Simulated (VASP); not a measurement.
Data:

```xyz
6
Lattice="1.7193 -2.9779 0.0000 1.7193 2.9779 0.0000 0.0000 0.0000 13.6243" Properties=species:S:1:pos:R:3 pbc="T T T"
Te     1.7193     0.9926    11.9995
Te     1.7193    -0.9926     5.1873
Te     1.7193    -0.9926     1.6249
Te     1.7193     0.9926     8.4370
Mo     1.7193     0.9926     3.4061
Mo     1.7193    -0.9926    10.2183
```

Level of theory: LDA (Ceperley-Alder, Perdew-Zunger), VASP's LDA PAW potentials (set 64) (plane waves; VASP). Numerical set-up: 520 eV cut-off, 7×7×2 Γ-centred mesh, Gaussian smearing of 0.050 eV, potentials Te Mo_sv.

Q: The ions and cell shape at fixed volume are relaxed. Which structure does the run end with?

A: 
```xyz
6
Lattice="1.7264 -2.9901 0.0000 1.7264 2.9901 0.0000 0.0000 0.0000 13.5133" Properties=species:S:1:pos:R:3 pbc="T T T"
Te     1.7264     0.9967    11.9374
Te     1.7264    -0.9967     5.1807
Te     1.7264    -0.9967     1.5759
Te     1.7264     0.9967     8.3325
Mo     1.7264     0.9967     3.3783
Mo     1.7264    -0.9967    10.1349
```
Space group P6_3/mmc (194), at a tolerance of 0.03 Å.

Q: How much energy does the relaxation gain?

A: The energy (σ→0) changes by -5.0 meV/atom, in 5 ionic steps.

```csv
step,E(σ→0) (eV),max force (eV/Å),pressure (GPa),volume (Å³)
1,-41.2126,0.456,3.72,139.51
2,-41.2336,0.046,2.08,139.51
3,-41.2336,0.054,2.12,139.51
4,-41.2397,0.033,1.85,139.51
5,-41.2426,0.007,1.53,139.51
```

The compound is MoTe2 in the 2H layered structure. This cell is one point of a volume scan, at 0.97 of the reference volume. Symmetry was kept, so distortions that lower it aren't found.
